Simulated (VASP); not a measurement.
Method: PBEsol GGA, VASP's PBE PAW potentials (set 64) (plane waves; VASP).

VASP ran on this input.

INCAR:
```
SYSTEM = Rb(PIr)2
PREC = Accurate; ENCUT = 300; LREAL = .FALSE.
LASPH = .TRUE.
EDIFF = 1E-6; NELM = 100; ALGO = Normal
LMAXMIX = 6
ISMEAR = -1; SIGMA = 0.1
GGA = PS
ISIF = 2
LWAVE = .FALSE.; LCHARG = .FALSE.
```

File KPOINTS:
```
Automatic mesh
0
Gamma
8 8 8
0 0 0
```

File POSCAR:
```
Rb(PIr)2
7.4377230
 -0.2661707084   0.2661707084   0.9264481885
  0.2661707084  -0.2661707084   0.9264481885
  0.2661707084   0.2661707084  -0.9264481885
Rb P Ir
1 2 2
Cartesian
  0.0000000000   0.0000000000   0.0000000000
 -0.0000000000   0.0000000000   0.6348764146
  0.0000000000  -0.0000000000   1.2180199624
  0.0000000000   0.2661707084   0.4632240943
  0.2661707084   0.0000000000   0.4632240943
```

POTCAR, in this order: Rb_sv P Ir (PBE.64 set). Program: vasp_std.

Output

**OSZICAR**
```
       N       E                     dE             d eps       ncg     rms          rms(c)
DAV:   1     0.201171165998E+03    0.20117E+03   -0.11711E+04  2596   0.975E+02
DAV:   2    -0.175494586480E+02   -0.21872E+03   -0.21138E+03  2848   0.323E+02
DAV:   3    -0.363910652494E+02   -0.18842E+02   -0.18328E+02  3408   0.830E+01
DAV:   4    -0.370476332033E+02   -0.65657E+00   -0.65472E+00  3822   0.186E+01
DAV:   5    -0.370696138185E+02   -0.21981E-01   -0.21974E-01  3700   0.249E+00    0.243E+01
DAV:   6    -0.356604876760E+02    0.14091E+01   -0.91209E+00  3964   0.264E+01    0.899E+00
DAV:   7    -0.354318678370E+02    0.22862E+00   -0.15505E+00  3630   0.111E+01    0.542E+00
DAV:   8    -0.353629008545E+02    0.68967E-01   -0.16723E-01  3580   0.362E+00    0.935E-01
DAV:   9    -0.353603414036E+02    0.25595E-02   -0.31160E-02  3688   0.135E+00    0.308E-01
DAV:  10    -0.353601629128E+02    0.17849E-03   -0.34472E-03  3318   0.446E-01    0.134E-01
DAV:  11    -0.353601662421E+02   -0.33293E-05   -0.20982E-04  3562   0.123E-01    0.324E-02
DAV:  12    -0.353601690501E+02   -0.28080E-05   -0.37473E-05  3064   0.440E-02    0.134E-02
DAV:  13    -0.353601701228E+02   -0.10727E-05   -0.62626E-06  3256   0.144E-02    0.377E-03
DAV:  14    -0.353601699782E+02    0.14463E-06   -0.65976E-07  1736   0.563E-03
   1 F= -.35360170E+02 E0= -.35338142E+02  d E =-.440556E-01
```

**OUTCAR**
```
------------------------ aborting loop because EDIFF is reached ----------------------------------------
  FORCE on cell =-STRESS in cart. coord.  units (eV):
  Direction    XX          YY          ZZ          XY          YZ          ZX
  --------------------------------------------------------------------------------------
  Total       -2.4575439     -2.4575439     -1.6055811      0.0000000     -0.0000000      0.0000000
  in kB      -36.4493864    -36.4493864    -23.8133870      0.0000000     -0.0000000      0.0000000
  external PRESSURE =     -32.2373866 kB  Pullay stress =       0.0000000 kB
  volume of cell :      108.02
      direct lattice vectors                 reciprocal lattice vectors
    -1.979704000  1.979704000  6.890665000     0.000000000  0.252563009  0.072561937
     1.979704000 -1.979704000  6.890665000     0.252563009  0.000000000  0.072561937
     1.979704000  1.979704000 -6.890665000     0.252563009  0.252563009  0.000000000
 POSITION                                       TOTAL-FORCE (eV/Angst)
 -----------------------------------------------------------------------------------
      0.00000      0.00000      0.00000         0.000000      0.000000     -0.000000
      0.00000      0.00000      4.72203        -0.000000     -0.000000     -0.124831
      0.00000      0.00000      9.05930        -0.000000     -0.000000      0.124831
      0.00000      1.97970      3.44533         0.000000      0.000000     -0.000000
      1.97970      0.00000      3.44533         0.000000      0.000000     -0.000000
 -----------------------------------------------------------------------------------
    total drift:                               -0.000000      0.000000      0.000000
  FREE ENERGIE OF THE ION-ELECTRON SYSTEM (eV)
  ---------------------------------------------------
  free  energy   TOTEN  =       -35.3601699782 eV

  energy  without entropy=      -35.3161143742  energy(sigma->0) =      -35.33814218
```
(Selected blocks of OUTCAR.)

OUTCAR:
```
 val. band max:        5.5371024976   @ k =  -0.3750  -0.3750   0.3750

 cond. band min:       5.6448812391   @ k =  -0.3750   0.5000   0.1250


 Fermi energy:         5.5907983367

 k-point     1 :       0.0000    0.0000    0.0000
  band No.  band energies     occupation
      1     -22.1586      2.00000
      2      -7.9205      2.00000
      3      -6.8143      2.00000
      4      -6.1268      2.00000
      5      -6.1268      2.00000
      6      -5.8763      2.00000
      7      -1.1726      2.00000
      8      -0.7168      2.00000
      9      -0.7168      2.00000
     10      -0.6836      2.00000
     11      -0.6088      2.00000
     12       1.3976      2.00000
     13       1.3976      2.00000
     14       2.9742      2.00000
     15       3.7565      2.00000
     16       4.2307      2.00000
     17       4.9325      1.99724
     18       4.9325      1.99724
     19       6.1155      0.01047
     20       7.1501      0.00000
     21       7.1558      0.00000
     22       8.2558      0.00000

 k-point     2 :       0.1250    0.0000   -0.0000
  band No.  band energies     occupation
      1     -22.1538      2.00000
      2      -7.8067      2.00000
      3      -6.7519      2.00000
      4      -6.1929      2.00000
      5      -6.1185      2.00000
      6      -5.8848      2.00000
      7      -1.1068      2.00000
      8      -0.8284      2.00000
      9      -0.7076      2.00000
     10      -0.5489      2.00000
     11      -0.3726      2.00000
     12       1.2505      2.00000
     13       1.2587      2.00000
     14       2.9303      2.00000
     15       3.7974      2.00000
     16       3.9772      2.00000
     17       4.4134      1.99998
     18       4.5242      1.99995
     19       6.3209      0.00135
     20       6.9823      0.00000
     21       7.3420      0.00000
     22       7.9165      0.00000

 k-point     3 :       0.2500    0.0000   -0.0000
  band No.  band energies     occupation
      1     -22.1422      2.00000
...
```

At this cut-off the stress carries a Pulay error, which pulls relaxed volumes low. Unless said otherwise, spin-orbit coupling is left out, though it shifts the bands of the heavy elements here.

The structure comes from a computed database's Ir2RbP2 entry; how it stands against other phases isn't given here. The cell was not relaxed at this level, and its volume differs by -5.9 % from the start's. The electron count is odd and the run is not spin-polarised, which forces a metal.
